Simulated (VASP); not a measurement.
The input files of a VASP run:

POSCAR:
```
LiH
1
    0.0000000000     2.0400000000     2.0400000000
    2.0400000000     0.0000000000     2.0400000000
    2.0400000000     2.0400000000     0.0000000000
Li H
1 1
Direct
  0.0000000000   0.0000000000   0.0000000000
  0.5000000000   0.5000000000   0.5000000000
```

KPOINTS:
```
Automatic mesh
0
Gamma
8 8 8
0 0 0
```

### INCAR
```
SYSTEM = LiH
PREC = Accurate
ENCUT = 520
EDIFF = 1E-6
NELM = 100
ALGO = Normal
LREAL = .FALSE.
LASPH = .TRUE.
ISMEAR = 0
SIGMA = 0.05
GGA = PE
LWAVE = .FALSE.
LCHARG = .FALSE.
ISIF = 2
ISPIN = 2
MAGMOM = 1.0 1.0 1.0 1.0
```

POTCAR, in this order: Li_sv H (PBE.64 set). Program: vasp_std.

Q: One choice in this input is risky. Which, and does it do harm here?

A: The risk: MAGMOM holds more values than there are atoms. Here it does no harm: the run (PBE GGA, plane waves, VASP's PBE PAW potentials (set 64)) converges to the same energy and pressure as with the safe setting.
**OSZICAR**
```
       N       E                     dE             d eps       ncg     rms          rms(c)
DAV:   1     0.607232924994E+00    0.60723E+00   -0.15098E+03   812   0.509E+02
DAV:   2    -0.319793472352E+01   -0.38052E+01   -0.38006E+01  1169   0.535E+01
DAV:   3    -0.324049175112E+01   -0.42557E-01   -0.42557E-01   903   0.530E+00
DAV:   4    -0.324083069903E+01   -0.33895E-03   -0.33895E-03  1113   0.445E-01
DAV:   5    -0.324083270890E+01   -0.20099E-05   -0.20095E-05   973   0.232E-02    0.103E+01
DAV:   6    -0.590776984654E+01   -0.26669E+01   -0.44232E+00   973   0.890E+00    0.530E+00
DAV:   7    -0.616654985575E+01   -0.25878E+00   -0.28926E-01   875   0.353E+00    0.174E+00
DAV:   8    -0.606823041120E+01    0.98319E-01   -0.11505E+00  1022   0.388E+00    0.167E+00
DAV:   9    -0.611988134749E+01   -0.51651E-01   -0.29830E-01   861   0.216E+00    0.186E-01
DAV:  10    -0.612129509592E+01   -0.14137E-02   -0.49619E-03   952   0.622E-01    0.949E-02
DAV:  11    -0.612165141454E+01   -0.35632E-03   -0.10655E-03   896   0.233E-01    0.667E-02
DAV:  12    -0.612180652894E+01   -0.15511E-03   -0.41239E-04   854   0.125E-01    0.157E-02
DAV:  13    -0.612181484477E+01   -0.83158E-05   -0.13581E-05   966   0.282E-02    0.362E-03
DAV:  14    -0.612181504655E+01   -0.20178E-06   -0.32947E-06  1043   0.842E-03
   1 F= -.61218150E+01 E0= -.61218150E+01  d E =-.105873E-30  mag=    -0.0001
```

The compound is LiH in the rock salt structure. The cell was not relaxed at this level.
